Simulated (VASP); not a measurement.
Computed with PBE GGA with D4 dispersion, VASP's PBE PAW potentials (set 64) (plane waves; VASP).

The input files of a VASP run:

### INCAR
```
! general
SYSTEM  = MnS
PREC    = Accurate
ENCUT   = 520
LREAL   = F
LASPH   = T

! electronic loop
EDIFF   = 1E-7
NELM    = 100
ALGO    = Normal
LMAXMIX = 4

! smearing
ISMEAR  = 0
SIGMA   = 0.05

! functional
GGA     = PE
IVDW    = 13

! spin
ISPIN   = 2
MAGMOM  = 4.1 -4.1 2*0.0

! ions
IBRION  = 2
NSW     = 30
ISIF    = 4
EDIFFG  = -0.01

! output
LWAVE   = F
LCHARG  = F
LORBIT  = 10
```

File POSCAR:
```
MnS
1
    5.1469196708     2.5673145750     2.5673145750
    2.5673145750     5.1469196708     2.5673145750
    2.5673145750     2.5673145750     5.1469196708
Mn S
2 2
Direct
  0.0000000000   0.0000000000   0.0000000000
  0.5000000000   0.5000000000   0.5000000000
  0.2500000000   0.2500000000   0.2500000000
  0.7500000000   0.7500000000   0.7500000000
```

KPOINTS:
```
Automatic mesh
0
Gamma
7 7 7
0 0 0
```

POTCAR, in this order: Mn_pv S (PBE.64 set). Program: vasp_std.

The run wrote:

**OSZICAR**
```
       N       E                     dE             d eps       ncg     rms          rms(c)
DAV:   1     0.380340129413E+03    0.38034E+03   -0.21562E+04  4280   0.180E+03
DAV:   2     0.559388229748E+01   -0.37475E+03   -0.36996E+03  4069   0.482E+02
DAV:   3    -0.294932693973E+02   -0.35087E+02   -0.34495E+02  5889   0.134E+02
DAV:   4    -0.305852519389E+02   -0.10920E+01   -0.10874E+01  4643   0.226E+01
DAV:   5    -0.306107193241E+02   -0.25467E-01   -0.25461E-01  5175   0.395E+00    0.161E+01
DAV:   6    -0.284739193003E+02    0.21368E+01   -0.27122E+01  5360   0.479E+01    0.153E+01
DAV:   7    -0.284348638639E+02    0.39055E-01   -0.24263E+00  4984   0.181E+01    0.866E+00
DAV:   8    -0.284442800870E+02   -0.94162E-02   -0.30142E-01  5500   0.501E+00    0.424E+00
DAV:   9    -0.284337232843E+02    0.10557E-01   -0.53557E-02  5352   0.232E+00    0.371E-01
DAV:  10    -0.284358813156E+02   -0.21580E-02   -0.10449E-02  5088   0.664E-01    0.216E-01
DAV:  11    -0.284360649702E+02   -0.18365E-03   -0.75095E-04  4526   0.232E-01    0.123E-01
DAV:  12    -0.284361231397E+02   -0.58170E-04   -0.34241E-04  5028   0.953E-02    0.883E-02
DAV:  13    -0.284361498709E+02   -0.26731E-04   -0.26084E-05  4416   0.541E-02    0.449E-02
DAV:  14    -0.284361556847E+02   -0.58138E-05   -0.24161E-05  4538   0.418E-02    0.135E-02
DAV:  15    -0.284361573032E+02   -0.16185E-05   -0.13188E-06  4566   0.120E-02    0.402E-03
DAV:  16    -0.284361573902E+02   -0.87073E-07   -0.15860E-07  3608   0.315E-03
   1 F= -.30095189E+02 E0= -.30095189E+02  d E =-.300952E+02  mag=    -0.0000
       N       E                     dE             d eps       ncg     rms          rms(c)
DAV:   1    -0.284370519345E+02   -0.89463E-03   -0.35529E-02  4118   0.158E+00    0.213E-01
DAV:   2    -0.284365852370E+02    0.46670E-03   -0.87666E-04  4604   0.300E-01    0.124E-01
DAV:   3    -0.284364387855E+02    0.14645E-03   -0.16885E-04  5649   0.145E-01    0.665E-02
DAV:   4    -0.284364145285E+02    0.24257E-04   -0.52954E-05  5357   0.584E-02    0.184E-02
DAV:   5    -0.284364148177E+02   -0.28924E-06   -0.26226E-06  4440   0.162E-02    0.118E-02
DAV:   6    -0.284364149785E+02   -0.16073E-06   -0.19998E-07  4172   0.399E-03    0.461E-03
DAV:   7    -0.284364149928E+02   -0.14360E-07   -0.55564E-08  2899   0.235E-03
   2 F= -.30095444E+02 E0= -.30095444E+02  d E =-.254417E-03  mag=     0.0000
       N       E                     dE             d eps       ncg     rms          rms(c)
DAV:   1    -0.284386370639E+02   -0.22221E-02   -0.11582E-01  4076   0.286E+00    0.384E-01
DAV:   2    -0.284371181960E+02    0.15189E-02   -0.28637E-03  4548   0.543E-01    0.223E-01
DAV:   3    -0.284366415594E+02    0.47664E-03   -0.55022E-04  5669   0.262E-01    0.120E-01
DAV:   4    -0.284365625849E+02    0.78974E-04   -0.17294E-04  5373   0.104E-01    0.333E-02
DAV:   5    -0.284365635016E+02   -0.91666E-06   -0.81905E-06  5099   0.279E-02    0.213E-02
DAV:   6    -0.284365639930E+02   -0.49143E-06   -0.63616E-07  4957   0.684E-03    0.836E-03
DAV:   7    -0.284365640297E+02   -0.36700E-07   -0.16116E-07  3861   0.351E-03
   3 F= -.30095591E+02 E0= -.30095591E+02  d E =-.401964E-03  mag=     0.0000
```

File OUTCAR:
```
------------------------ aborting loop because EDIFF is reached ----------------------------------------
  Edisp (eV):   -1.65903
  FORCE on cell =-STRESS in cart. coord.  units (eV):
  Direction    XX          YY          ZZ          XY          YZ          ZX
  --------------------------------------------------------------------------------------
  Total      -1.91710    -1.91710    -1.91710     0.00719     0.00719     0.00719
  in kB     -44.89410   -44.89410   -44.89410     0.16840     0.16840     0.16840
  external pressure =      -44.89 kB  Pullay stress =        0.00 kB
  volume of cell :       68.42
      direct lattice vectors                 reciprocal lattice vectors
     5.135421344  2.550013502  2.550013502     0.290424007 -0.096362165 -0.096362165
     2.550013502  5.135421344  2.550013502    -0.096362165  0.290424007 -0.096362165
     2.550013502  2.550013502  5.135421344    -0.096362165 -0.096362165  0.290424007
 POSITION                                       TOTAL-FORCE (eV/Angst)
 -----------------------------------------------------------------------------------
      0.00000      0.00000      0.00000        -0.000000      0.000000      0.000000
      5.11772      5.11772      5.11772         0.000000     -0.000000      0.000000
      2.55886      2.55886      2.55886         0.000000     -0.000000     -0.000000
      7.67659      7.67659      7.67659        -0.000000      0.000000     -0.000000
 -----------------------------------------------------------------------------------
    total drift:                                0.000000     -0.000000     -0.000000
  FREE ENERGIE OF THE ION-ELECTRON SYSTEM (eV)
  ---------------------------------------------------
  free  energy   TOTEN  =       -30.0955911315 eV

  energy  without entropy=      -30.0955911315  energy(sigma->0) =      -30.09559113

 total charge

# of ion       s       p       d       tot
------------------------------------------
    1        0.215   6.167   4.961  11.343
    2        0.215   6.167   4.961  11.343
    3        1.326   2.416   0.000   3.742
    4        1.326   2.416   0.000   3.742
--------------------------------------------------
tot          3.081  17.167   9.922  30.171

 magnetization (x)

# of ion       s       p       d       tot
------------------------------------------
    1        0.018   0.015   4.129   4.162
    2       -0.018  -0.015  -4.129  -4.162
    3        0.000   0.000   0.000   0.000
    4        0.000   0.000   0.000   0.000
--------------------------------------------------
tot          0.000   0.000   0.000   0.000

 reached required accuracy - stopping structural energy minimisation
```
(Selected blocks of OUTCAR.)

File CONTCAR:
```
MnS
   1.00000000000000
     5.1354213438299743    2.5500135022570398    2.5500135022570398
     2.5500135022570398    5.1354213438299743    2.5500135022570398
     2.5500135022570398    2.5500135022570398    5.1354213438299743
  Mn              S
     2     2
Direct
     0.0000000000000000    0.0000000000000000    0.0000000000000000
     0.5000000000000000    0.5000000000000000    0.5000000000000000
     0.2500000000000000    0.2500000000000000    0.2500000000000000
     0.7500000000000000    0.7500000000000000    0.7500000000000000
```

OUTCAR:
```
 val. band max:        6.5753729916   @ k =   0.4286   0.4286   0.4286

 cond. band min:       7.4084152116   @ k =   0.4286   0.0000   0.0000


 Fermi energy:         6.8480533551

 spin component 1

 k-point     1 :       0.0000    0.0000    0.0000
  band No.  band energies     occupation
      1     -43.5526      1.00000
      2     -43.5485      1.00000
      3     -43.5485      1.00000
      4     -39.0834      1.00000
      5     -39.0834      1.00000
      6     -39.0662      1.00000
      7      -7.6250      1.00000
      8      -6.1947      1.00000
      9       0.1100      1.00000
     10       2.4989      1.00000
     11       2.4989      1.00000
     12       3.9355      1.00000
     13       3.9355      1.00000
     14       4.1426      1.00000
     15       5.1966      1.00000
     16       5.1966      1.00000
     17       5.2901      1.00000
     18       5.3553      1.00000
     19       5.3553      1.00000
     20       7.8509      0.00000
     21       7.8510      0.00000
     22       7.9933      0.00000
     23       9.4195      0.00000

 k-point     2 :       0.1429    0.0000    0.0000
  band No.  band energies     occupation
      1     -43.5524      1.00000
      2     -43.5498      1.00000
      3     -43.5488      1.00000
      4     -39.0852      1.00000
      5     -39.0839      1.00000
      6     -39.0660      1.00000
      7      -7.4345      1.00000
      8      -6.1510      1.00000
      9       0.3835      1.00000
     10       2.3209      1.00000
     11       2.5399      1.00000
     12       3.4008      1.00000
     13       3.7558      1.00000
     14       4.0412      1.00000
     15       4.2134      1.00000
     16       4.8185      1.00000
     17       4.9545      1.00000
     18       5.5685      1.00000
     19       6.0761      1.00000
     20       7.7972      0.00000
     21       8.0271      0.00000
     22       8.0487      0.00000
     23       8.7231      0.00000
...
```

The compound is MnS in the rock salt, AFM-II order structure. This cell is one point of a volume scan, at 1.06 of the reference volume. Symmetry was kept, so distortions that lower it aren't found.
